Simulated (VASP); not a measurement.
An input for Quantum ESPRESSO's pw.x (written as the equivalent of a VASP run, and not itself run):

```
&CONTROL
  calculation = 'vc-relax'
  pseudo_dir = './pseudo'
  outdir = './out'
  tprnfor = .true.
  tstress = .true.
  nstep = 60
  forc_conv_thr = 0.00078
/
&SYSTEM
  ibrav = 0
  nat = 6
  ntyp = 2
  ecutwfc = 82.3
  occupations = 'smearing'
  smearing = 'gaussian'
  degauss = 0.003675
  input_dft = 'pz'
/
&ELECTRONS
  conv_thr = 7.3e-08
  electron_maxstep = 100
/
&IONS
/
&CELL
/
ATOMIC_SPECIES
  Te 127.600 Te.upf
  Mo 95.950 Mo.upf
CELL_PARAMETERS angstrom
     3.4739763    0.0000000    0.0000000
    -1.7369881    3.0085513   -0.0000000
     0.0000000    0.0000000   13.9014876
ATOMIC_POSITIONS crystal
  Te   0.6666670  0.3333330  0.3793468
  Te   0.3333330  0.6666670  0.8793468
  Te   0.3333330  0.6666670  0.6206532
  Te   0.6666670  0.3333330  0.1206532
  Mo   0.6666670  0.3333330  0.7500000
  Mo   0.3333330  0.6666670  0.2500000
K_POINTS automatic
  7 7 2 0 0 0
```

Translate this input to VASP (INCAR, KPOINTS, POSCAR, choice of POTCAR).

Several could match; the one computed here: 
File POSCAR:
```
MoTe2
1
    3.4739762985     0.0000000000     0.0000000000
   -1.7369881492     3.0085513217    -0.0000000000
    0.0000000000     0.0000000000    13.9014876114
Te Mo
4 2
Direct
  0.6666670000   0.3333330000   0.3793468473
  0.3333330000   0.6666670000   0.8793468473
  0.3333330000   0.6666670000   0.6206531527
  0.6666670000   0.3333330000   0.1206531527
  0.6666670000   0.3333330000   0.7500000000
  0.3333330000   0.6666670000   0.2500000000
```

**INCAR**
```
SYSTEM = MoTe2
PREC = Accurate
ENCUT = 480
EDIFF = 1E-6
NELM = 100
ALGO = Normal
LREAL = .FALSE.
LASPH = .TRUE.
ISMEAR = 0
SIGMA = 0.05
LMAXMIX = 4
LWAVE = .FALSE.
LCHARG = .FALSE.
IBRION = 2
ISIF = 3
NSW = 60
EDIFFG = -0.02
```

**KPOINTS**
```
Automatic mesh
0
Gamma
7 7 2
0 0 0
```

POTCAR, in this order: Te Mo_sv (LDA.64 set). Program: vasp_std.

Limits of the translation: the potentials are each code's own (VASP's PAW set, PseudoDojo norm-conserving files in pw.x), so ENCUT and ecutwfc are chosen apart and not converted; conv_thr bounds pw.x's estimated SCF error, while EDIFF bounds the energy change between steps; forc_conv_thr acts on force components and is met together with etot_conv_thr.

The compound is MoTe2 in the 2H layered structure. This run relaxes it. Symmetry was kept, so distortions that lower it aren't found. The start is the result of an earlier pass.
